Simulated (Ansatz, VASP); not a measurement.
## NiMoIrPdW: VASP beside Ansatz

File INCAR:

```
SYSTEM = NiMoIrPdW
ALGO = Normal
CSHIFT = 0.1
EDIFF = 1E-6
ENCUT = 520
GGA = PE
ISIF = 2
ISMEAR = -1
ISPIN = 2
KPAR = 4
LASPH = .TRUE.
LCHARG = .FALSE.
LMAXMIX = 4
LOPTICS = .TRUE.
LORBIT = 11
LREAL = .FALSE.
LWAVE = .FALSE.
MAGMOM = 1 1 1 1 0 0 0.6 0.6 0 0
NBANDS = 105
NEDOS = 2000
NELM = 150
PREC = Accurate
SIGMA = 0.05
```

Contents of KPOINTS:

```
k-points
0
G
  11 11 2
  0 0 0
```

The input POSCAR:

```
NiMoIrPdW
1.0
    2.7708500000      0.0000000000      0.0000000000
   -1.3854300000      2.3996300000      0.0000000000
    0.0000000000      0.0000000000     22.0196100000
Ni Mo Pd Ir W
2 2 2 2 2
Direct
    0.3333300000      0.6666700000      0.8508100000
    0.6666700000      0.3333300000      0.1491900000
    0.6666700000      0.3333300000      0.7605900000
    0.3333300000      0.6666700000      0.2394100000
    0.3333300000      0.6666700000      0.0532900000
    0.6666700000      0.3333300000      0.9467100000
    0.3333300000      0.6666700000      0.6582700000
    0.6666700000      0.3333300000      0.3417300000
    0.3333300000      0.6666700000      0.4441800000
    0.6666700000      0.3333300000      0.5558200000
```

input.yaml

```yaml
crystal:
  lattice:
    - [2.77085, 0.0, 0.0]
    - [-1.38543, 2.39963, 0.0]
    - [0.0, 0.0, 22.01961]
  atoms:
    - { symbol: Ni, position: [0.33333, 0.66667, 0.85081], spin: 1.0 }
    - { symbol: Ni, position: [0.66667, 0.33333, 0.14919], spin: 1.0 }
    - { symbol: Mo, position: [0.66667, 0.33333, 0.76059], spin: 1.0 }
    - { symbol: Mo, position: [0.33333, 0.66667, 0.23941], spin: 1.0 }
    - { symbol: Pd, position: [0.33333, 0.66667, 0.05329] }
    - { symbol: Pd, position: [0.66667, 0.33333, 0.94671] }
    - { symbol: Ir, position: [0.33333, 0.66667, 0.65827], spin: 0.6 }
    - { symbol: Ir, position: [0.66667, 0.33333, 0.34173], spin: 0.6 }
    - { symbol: W, position: [0.33333, 0.66667, 0.44418] }
    - { symbol: W, position: [0.66667, 0.33333, 0.55582] }
hamiltonian:
  xc: pbe
  pseudopotentials: { kind: paw }
magnetization:
  spin_polarized: true
kpoints:
  mp_grid: { grid: [11, 11, 2] }
scf:
  occupations: { method: fermi_dirac, width: 0.05 }
output:
  forces: true
  stress: true
  eigenvalues: true
```

The cell was built by a generator and needn't be a form met in nature.

Alike in both runs: functional PBE; k mesh 11 × 11 × 2; occupations fermi-dirac, width 0.05 eV; collinear spin, ferromagnetic start.

|  | VASP | Ansatz |
| --- | --- | --- |
| version | VASP 6.6.1 | Ansatz 0.2.0 |
| potentials or method | VASP PAW PBE potentials, release 64 (Ni, Mo_sv, Pd, Ir, W_sv) | Ansatz PAW |
| plane-wave cutoff (eV) | 520 | 420 |
| valence electrons in the cell | 114 | 162 |
| task | optical spectrum | single point |

|  | VASP | Ansatz | Ansatz less VASP |
| --- | --- | --- | --- |
| gap on the k mesh at the Fermi level (eV) | none | none | - |
| pressure (GPa) | 0.4 | 0.0 | -0.39 |
| largest component of the traceless stress (GPa) | 0.66 | 0.58 | -0.075 |
| rms of the force components (eV/Å) | 0.035 | 0.035 | +0.0005 |
| net moment per atom (μB) | 0.00 | 0.00 | 0.000 |

Atom by atom the forces differ by 0.008 eV/Å (rms over components). A gap of «none» marks a metal or a gap that the smearing closes. The two sets of potentials don't hold the same shells in valence.

Caveats: spectra need much finer meshes, so this one isn't converged (VASP); independent-particle spectra lack excitons (VASP); the intraband (Drude) part of a metal's response may be missing (VASP); the starting moments weren't kept (Ansatz). The runs have no spin-orbit coupling, so splittings on Ir, W are missing.
